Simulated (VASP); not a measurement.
# A VASP study of ScAl3 (PBEsol + D3(BJ)): structure first, properties next, part 2 of 4

How well does PBEsol + D3(BJ) reproduce what experiment finds for ScAl3? The cell is relaxed first, and properties follow on it. The start is a computed cell from the Materials Project.

VASP 6.6.1; PBEsol with D3(BJ); plane waves and PAW (Sc_sv, Al).

Still holding for the runs below: The k-mesh is coarse for a metal.

So far. Step 2 (Full relaxation (PBEsol + D3(BJ))): It ends with forces that vanish by symmetry and a pressure of 0.00 GPa. Step 3 (Second relaxation): It ends with forces that vanish by symmetry and a pressure of -0.02 GPa. The volume moved by under 0.01 %: the run met its threshold at the first step.

## 4. Single point with fields (PBEsol + D3(BJ))

A single point on the relaxed cell gives a clean self-consistent state, with density, ELF and potential written out.

Contents of INCAR:

```
SYSTEM = ScAl3
PREC = Accurate
ENCUT = 400
EDIFF = 1E-06
NELM = 100
ISMEAR = 1
SIGMA = 0.2
LREAL = .FALSE.
ALGO = Normal
GGA = PS
IVDW = 12
NBANDS = 16
LASPH = .TRUE.
LORBIT = 11
LWAVE = .FALSE.
LCHARG = .TRUE.
ISIF = 2
LELF = .TRUE.
LVHAR = .TRUE.
```

Contents of POSCAR:

```
ScAl3
1.0
    4.0191528151      0.0000000000      0.0000000000
    0.0000000000      4.0191528151      0.0000000000
    0.0000000000      0.0000000000      4.0191528151
Sc Al
1 3
Direct
    0.0000000000      0.0000000000      0.0000000000
    0.5000000000      0.0000000000      0.5000000000
    0.0000000000      0.5000000000      0.5000000000
    0.5000000000      0.5000000000      0.0000000000
```

Contents of KPOINTS:

```
Automatic mesh
0
Gamma
5 5 5
0 0 0
```

The projector-augmented-wave data sets are Sc_sv and Al (PBE family, release 64).

On the command line:

```
$ mpirun -np 4 vasp_std
```

Output:

```text
[banner, memory and clock lines left out]
running    4 mpi-ranks, on    1 nodes
 distrk:  each k-point on    4 cores,    1 groups
 distr:  one band on    1 cores,    4 groups

 POSCAR found type information on POSCAR ScAl
 POSCAR found :  2 types and       4 ions
 [... a notice as in an earlier step ...]

 LDA part: xc-table for (Slater+PW92), standard interpolation
 POSCAR, INCAR and KPOINTS ok, starting setup
 FFT: planning ... GRIDC
 FFT: planning ... GRID_SOFT
 FFT: planning ... GRID
 WAVECAR not read
 entering main loop
       N       E                     dE             d eps       ncg     rms          rms(c)
DAV:   1     0.880390500760E+02    0.88039E+02   -0.71612E+03   320   0.916E+02
DAV:   2    -0.179889249348E+02   -0.10603E+03   -0.10294E+03   320   0.291E+02
DAV:   3    -0.216817776564E+02   -0.36929E+01   -0.36267E+01   488   0.509E+01
DAV:   4    -0.217567737764E+02   -0.74996E-01   -0.74978E-01   400   0.763E+00
DAV:   5    -0.217595541472E+02   -0.27804E-02   -0.27803E-02   488   0.138E+00    0.101E+01
DAV:   6    -0.208237181107E+02    0.93584E+00   -0.42360E+00   512   0.224E+01    0.369E+00
DAV:   7    -0.207694766440E+02    0.54241E-01   -0.89643E-02   400   0.226E+00    0.202E+00
DAV:   8    -0.207450262967E+02    0.24450E-01   -0.31448E-02   496   0.135E+00    0.256E-01
DAV:   9    -0.207447176507E+02    0.30865E-03   -0.22857E-03   400   0.478E-01    0.134E-01
DAV:  10    -0.207446643373E+02    0.53313E-04   -0.16101E-04   552   0.123E-01    0.856E-02
DAV:  11    -0.207446602286E+02    0.41087E-05   -0.15002E-05   408   0.228E-02    0.409E-02
DAV:  12    -0.207446562356E+02    0.39930E-05   -0.27691E-05   544   0.578E-02    0.256E-03
DAV:  13    -0.207446561919E+02    0.43616E-07   -0.88812E-07   264   0.112E-02
   1 F= -.22289390E+02 E0= -.22287779E+02  d E =-.483318E-02
```

Wall time 5.6 s (4 MPI ranks of Intel Xeon Platinum 8559C (Emerald Rapids), shared host); peak memory 0.48 GiB.

Parts of OUTCAR (step 4):

```text
The static configuration has the point symmetry O_h .

 Found     10 irreducible k-points:

   NELECT =      20.0000    total number of electrons

 E-fermi :   7.7976

 Edisp (eV)   -1.54473

  Total      -0.00748    -0.00748    -0.00748     0.00000     0.00000     0.00000
  in kB      -0.18465    -0.18465    -0.18465     0.00000     0.00000     0.00000
  external pressure =       -0.18 kB  Pullay stress =        0.00 kB

  FREE ENERGIE OF THE ION-ELECTRON SYSTEM (eV)
  ---------------------------------------------------
  free  energy   TOTEN  =       -22.2893896860 eV

  energy  without entropy=      -22.2845565082  energy(sigma->0) =      -22.28777863

[... 17 parts as in an earlier step ...]
```

This step gave:

* SCF cycles: 13

Valence electrons inside each PAW sphere by angular momentum. Sphere charges, by row:

| atom | s (e) | p (e) | d (e) | tot (e) |
| --- | --- | --- | --- | --- |
| Sc1 | 2.194 | 6.159 | 1.364 | 9.717 |
| Al2 | 0.417 | 0.4 | 0 | 0.818 |
| Al3 | 0.417 | 0.4 | 0 | 0.818 |
| Al4 | 0.417 | 0.4 | 0 | 0.818 |

Valence density in the ac plane at fractional y = 0.000, with atoms of Sc and Al within 0.2 Å of it. It is the smooth field of the valence electrons, not physical close to the nuclei.

Ten steps, logarithmic in the rise over the least value, from '_' (0.01 × 1e0 e/Å³) to '@' (9.38 × 1e0 e/Å³), each cell a mean:
```
@@%%**==::..........::==##@@
%%##++--::::::::::::::--**##
++==--::::::::::::::::::--==
::::::::::::::::::::::::::::
....::::::::::::::::::::::..
....::::::::......::::::::..
..::::::::..____..::::::::..
....::::::..____..::::::::..
....::::::::....::::::::::..
::::::::::::::::::::::::::::
====::::::::::::::::::::--==
##**==::::::::::::::::--++**
@@%%**==::....::....::==##%%
@@@@##==::..........::++%%@@
```
Columns run along a (4.0 Å), rows up along c (4.0 Å). Atoms in or near the plane, at fractional coordinates: Sc at (0.00, 0.00), Al at (0.50, 0.50).

Electrostatic potential energy in the ac plane at fractional y = 0.000, with atoms of Sc and Al within 0.2 Å of it. With pseudopotentials it is smooth inside the atoms' cores, unlike the true potential.

Values in eV, 14 rows by 14 columns, each cell a mean:
```
-30 -28 -20 -12  -3   0   2   2   1  -1  -6 -15 -24 -29
-25 -23 -16  -9  -2   0   1   1   1  -1  -4 -11 -19 -24
-16 -14  -8  -4  -2  -2  -2  -3  -2  -2  -3  -5 -11 -15
 -7  -6  -3  -3  -3  -5  -9 -10  -7  -5  -3  -3  -4  -6
 -1  -1  -1  -2  -8 -17 -36 -41 -29 -14  -5  -2  -1  -1
  1   1   0  -3 -13 -36 -67 -69 -58 -29  -7  -2   1   1
  2   2   0  -4 -18 -51 -74 -74 -69 -41 -10  -3   1   2
  2   2   0  -4 -16 -44 -74 -74 -67 -36  -9  -2   1   2
  0   0  -1  -3  -9 -22 -44 -51 -36 -17  -5  -2   0   0
 -4  -3  -2  -2  -5  -9 -16 -18 -13  -8  -3  -2  -2  -3
-14 -12  -7  -4  -2  -3  -4  -4  -3  -2  -3  -4  -9 -12
-22 -19 -13  -7  -2  -1   0   0   0  -1  -3  -8 -16 -20
-29 -27 -19 -12  -3   0   2   2   1  -1  -6 -14 -23 -28
-32 -29 -22 -14  -4   0   2   2   1  -1  -7 -16 -25 -30
```
Columns run along a (4.0 Å; values clipped at the 3rd and 97th percentile), rows up along c (4.0 Å). Atoms in or near the plane, at fractional coordinates: Sc at (0.00, 0.00), Al at (0.50, 0.50).

ELF in the ac plane at fractional y = 0.000, with atoms of Sc and Al within 0.2 Å of it. It is the smooth field of the valence electrons, not physical close to the nuclei.

Values, 14 rows by 14 columns, each cell a mean:
```
0.83 0.80 0.63 0.28 0.09 0.22 0.41 0.45 0.35 0.17 0.11 0.39 0.73 0.81
0.75 0.71 0.48 0.19 0.15 0.33 0.51 0.54 0.46 0.28 0.11 0.25 0.61 0.73
0.43 0.36 0.18 0.14 0.33 0.51 0.63 0.64 0.59 0.47 0.23 0.14 0.25 0.39
0.11 0.11 0.14 0.27 0.49 0.58 0.61 0.61 0.60 0.56 0.41 0.23 0.11 0.11
0.14 0.19 0.35 0.51 0.56 0.47 0.34 0.31 0.38 0.50 0.56 0.47 0.28 0.17
0.31 0.37 0.52 0.61 0.54 0.32 0.10 0.07 0.16 0.38 0.60 0.59 0.46 0.35
0.41 0.47 0.59 0.65 0.53 0.23 0.02 0.01 0.07 0.31 0.61 0.64 0.54 0.45
0.37 0.43 0.56 0.64 0.53 0.26 0.05 0.02 0.10 0.34 0.61 0.63 0.51 0.41
0.18 0.24 0.41 0.54 0.56 0.43 0.26 0.23 0.32 0.47 0.58 0.51 0.33 0.22
0.08 0.10 0.21 0.37 0.54 0.56 0.53 0.53 0.54 0.56 0.49 0.33 0.15 0.09
0.32 0.26 0.15 0.16 0.37 0.54 0.64 0.65 0.61 0.51 0.27 0.14 0.19 0.28
0.67 0.61 0.36 0.15 0.21 0.41 0.56 0.59 0.52 0.35 0.14 0.18 0.48 0.63
0.82 0.78 0.61 0.26 0.10 0.24 0.43 0.47 0.37 0.19 0.11 0.36 0.71 0.80
0.86 0.82 0.67 0.32 0.08 0.18 0.37 0.41 0.31 0.14 0.11 0.43 0.75 0.83
```
Columns run along a (4.0 Å), rows up along c (4.0 Å). Atoms in or near the plane, at fractional coordinates: Sc at (0.00, 0.00), Al at (0.50, 0.50).

In this run the pressure is -0.02 GPa, small enough to go on.

## 5. Band structure (PBEsol + D3(BJ))

The mesh alone shows little of the dispersion and can miss band extrema, so KPOINTS_OPT adds a path through the symmetry points after the self-consistent cycle.

Contents of INCAR:

```
SYSTEM = ScAl3
PREC = Accurate
ENCUT = 400
EDIFF = 1E-06
NELM = 100
ISMEAR = 1
SIGMA = 0.2
LREAL = .FALSE.
ALGO = Normal
GGA = PS
IVDW = 12
NBANDS = 24
LASPH = .TRUE.
LORBIT = 11
LWAVE = .FALSE.
LCHARG = .FALSE.
KPAR = 4
```

POSCAR is that of step 4.

KPOINTS is that of step 4.

Contents of KPOINTS_OPT:

```
Line mode
16
Line-mode
Reciprocal
  0.00000000   0.00000000   0.00000000 GAMMA
  0.00000000   0.50000000   0.00000000 X

  0.00000000   0.50000000   0.00000000 X
  0.50000000   0.50000000   0.00000000 M

  0.50000000   0.50000000   0.00000000 M
  0.00000000   0.00000000   0.00000000 GAMMA

  0.00000000   0.00000000   0.00000000 GAMMA
  0.50000000   0.50000000   0.50000000 R

  0.50000000   0.50000000   0.50000000 R
  0.00000000   0.50000000   0.00000000 X

  0.50000000   0.50000000   0.00000000 M
  0.50000000   0.50000000   0.50000000 R
```

On the command line:

```
$ mpirun -np 4 vasp_std
```

Output:

```text
[... set-up lines as in an earlier step ...]
 entering main loop
       N       E                     dE             d eps       ncg     rms          rms(c)
DAV:   1     0.958719730664E+02    0.95872E+02   -0.69074E+03   488   0.630E+02
DAV:   2    -0.181513580216E+02   -0.11402E+03   -0.10925E+03   504   0.210E+02
DAV:   3    -0.216599897441E+02   -0.35086E+01   -0.34410E+01   672   0.385E+01
DAV:   4    -0.217534623083E+02   -0.93473E-01   -0.93409E-01   624   0.600E+00
DAV:   5    -0.217595485883E+02   -0.60863E-02   -0.60862E-02   712   0.152E+00    0.101E+01
DAV:   6    -0.208240642730E+02    0.93548E+00   -0.17736E+00   672   0.150E+01    0.357E+00
DAV:   7    -0.207693069317E+02    0.54757E-01   -0.71906E-02   576   0.145E+00    0.204E+00
DAV:   8    -0.207449292033E+02    0.24378E-01   -0.23142E-02   728   0.884E-01    0.271E-01
DAV:   9    -0.207447520469E+02    0.17716E-03   -0.27534E-03   672   0.357E-01    0.164E-01
DAV:  10    -0.207446659303E+02    0.86117E-04   -0.17503E-04   752   0.895E-02    0.778E-02
DAV:  11    -0.207446592150E+02    0.67154E-05   -0.22927E-05   680   0.209E-02    0.155E-02
DAV:  12    -0.207446563045E+02    0.29105E-05   -0.12965E-05   720   0.373E-02    0.319E-03
DAV:  13    -0.207446563569E+02   -0.52429E-07   -0.13170E-06   536   0.123E-02
   1 F= -.22289390E+02 E0= -.22287779E+02  d E =-.483281E-02
 Start KPOINTS_OPT (optional k-point list driver)
k-point batch [1-10\96]
       N       E                     dE             ncg
DAV:   1    -0.321950447964E+03   -0.15535E+04      488
DAV:   2    -0.147413711452E+04   -0.11522E+04      480
DAV:   3    -0.150626004870E+04   -0.32123E+02      640
DAV:   4    -0.150721312822E+04   -0.95308E+00      576
DAV:   5    -0.150725095736E+04   -0.37829E-01      720
DAV:   6    -0.150725188597E+04   -0.92861E-03      632
DAV:   7    -0.150725190006E+04   -0.14082E-04      696
DAV:   8    -0.150725190021E+04   -0.15564E-06      384
[...]
k-point batch [91-96\96]
       N       E                     dE             ncg
DAV:   1     0.224804474872E+04   -0.42670E+04      288
DAV:   2     0.163072605803E+04   -0.61732E+03      288
DAV:   3     0.161718312695E+04   -0.13543E+02      392
DAV:   4     0.161679602948E+04   -0.38710E+00      408
DAV:   5     0.161677063509E+04   -0.25394E-01      392
DAV:   6     0.161677027806E+04   -0.35703E-03      424
DAV:   7     0.161677026901E+04   -0.90468E-05      400
DAV:   8     0.161677026895E+04   -0.67793E-07      272
```

Elapsed: 19 s, on 4 MPI ranks; peak memory 0.66 GiB; 72 s of CPU time.

From OUTCAR (step 5):

```text
   k-points           NKPTS =     10   k-points in BZ     NKDIM =     10   number of bands    NBANDS=     24

   NELECT =      20.0000    total number of electrons

 E-fermi :   7.7977

 k-point     1 :       0.0000    0.0000    0.0000
  band No.  band energies     occupation
    ...
      6       4.9652      2.00000
      7       4.9652      2.00000
      8       5.8492      2.00000
      9       5.8492      2.00000
     10       5.8492      2.00000
     11       8.8976     -0.00000
     12       8.9708     -0.00000
     13       8.9708     -0.00000
     14       8.9708     -0.00000
     15      12.8660      0.00000
    ...

 Edisp (eV)   -1.54473

  Total      -0.01188    -0.01188    -0.01188     0.00000     0.00000     0.00000
  in kB      -0.29327    -0.29327    -0.29327     0.00000     0.00000     0.00000
  external pressure =       -0.29 kB  Pullay stress =        0.00 kB

  FREE ENERGIE OF THE ION-ELECTRON SYSTEM (eV)
  ---------------------------------------------------
  free  energy   TOTEN  =       -22.2893898509 eV

  energy  without entropy=      -22.2845570379  energy(sigma->0) =      -22.28777891

[... 9 parts as in an earlier step ...]

[... 8 further parts left out ...]
```

This step gave:

- bands: 24
- pressure: -0.02933 GPa

Electronic bands along the path, in eV, zero at the Fermi level; # counts the bands kept, so #1 is VASP's band 5:

| point | #3 | #4 | #5 | #6 | #7 | #8 | #9 | #10 |
| --- | --- | --- | --- | --- | --- | --- | --- | --- |
| Γ | -2.83 | -1.95 | -1.95 | -1.95 | 1.10 | 1.17 | 1.17 | 1.17 |
| 0.47 of the way | -2.46 | -1.93 | -1.93 | -0.61 | 1.00 | 1.00 | 1.33 | 2.59 |
| X | -1.93 | -1.93 | -1.74 | 0.95 | 0.95 | 1.05 | 1.23 | 1.54 |
| 0.47 of the way | -3.84 | -2.71 | -1.54 | -0.15 | 0.87 | 1.25 | 2.25 | 2.73 |
| M | -5.82 | -4.63 | -0.72 | -0.72 | 1.11 | 1.29 | 2.02 | 2.47 |
| 0.47 of the way | -4.96 | -1.90 | -1.65 | -0.05 | 0.02 | 1.16 | 2.65 | 2.70 |
| Γ | -2.83 | -1.95 | -1.95 | -1.95 | 1.10 | 1.17 | 1.17 | 1.17 |
| 0.53 of the way | -4.68 | -4.05 | -1.62 | -1.62 | 0.51 | 2.06 | 2.06 | 2.14 |
| R | -5.00 | -4.76 | -3.13 | -3.13 | -3.13 | 0.90 | 2.58 | 2.58 |
| 0.47 of the way | -4.09 | -3.18 | -2.73 | -2.24 | -0.40 | 2.18 | 2.50 | 2.67 |
| X | -1.93 | -1.93 | -1.74 | 0.95 | 0.95 | 1.05 | 1.23 | 1.54 |
| jump to M | -5.82 | -4.63 | -0.72 | -0.72 | 1.11 | 1.29 | 2.02 | 2.47 |
| 0.47 of the way | -5.55 | -4.09 | -2.02 | -1.87 | -1.87 | 1.95 | 2.52 | 3.48 |
| R | -5.00 | -4.76 | -3.13 | -3.13 | -3.13 | 0.90 | 2.58 | 2.58 |

Of the projections kept (Sc, Al), the largest for each band there; the rest of the weight can lie on other orbitals:

| point | #3 | #4 | #5 | #6 | #7 | #8 | #9 | #10 |
| --- | --- | --- | --- | --- | --- | --- | --- | --- |
| Γ | Sc 0.58 | Al 0.81 | Al 0.81 | Al 0.81 | Sc 0.94 | Sc 1.00 | Sc 1.00 | Sc 1.00 |
| X | Sc 0.59 | Sc 0.59 | Sc 0.81 | Al 0.67 | Al 0.67 | Al 1.00 | Al 0.58 | Sc 1.00 |
| M | Al 0.82 | Sc 0.55 | Sc 0.77 | Sc 0.77 | Al 1.00 | Sc 0.74 | Sc 1.00 | Sc 0.98 |
| Γ | Sc 0.58 | Al 0.81 | Al 0.81 | Al 0.81 | Sc 0.94 | Sc 1.00 | Sc 1.00 | Sc 1.00 |
| R | Al 0.70 | Al 1.00 | Al 0.65 | Al 0.65 | Al 0.65 | Sc 1.00 | Sc 1.00 | Sc 1.00 |
| X | Sc 0.59 | Sc 0.59 | Sc 0.81 | Al 0.67 | Al 0.67 | Al 1.00 | Al 0.58 | Sc 1.00 |

There is no gap at this level.

Of the bands kept, 2 cross the Fermi level on this path.

[end of part 2 of 4]

[Lines on the potential files, build, host, timing and source positions are cut from VASP's logs without a mark.]

[Logs are printed without paths, hosts, clocks, repeated set-up lines and the standing remarks that a program may print on its own settings, such as how far it seeks lower states.]

[Hosts, paths, dates, database ids (printed as entryN), source tags and the programs' standing remarks are cut or masked in the printed files.]

[A measured line is paired with the nearest computed mode of its activity, which favours agreement.]
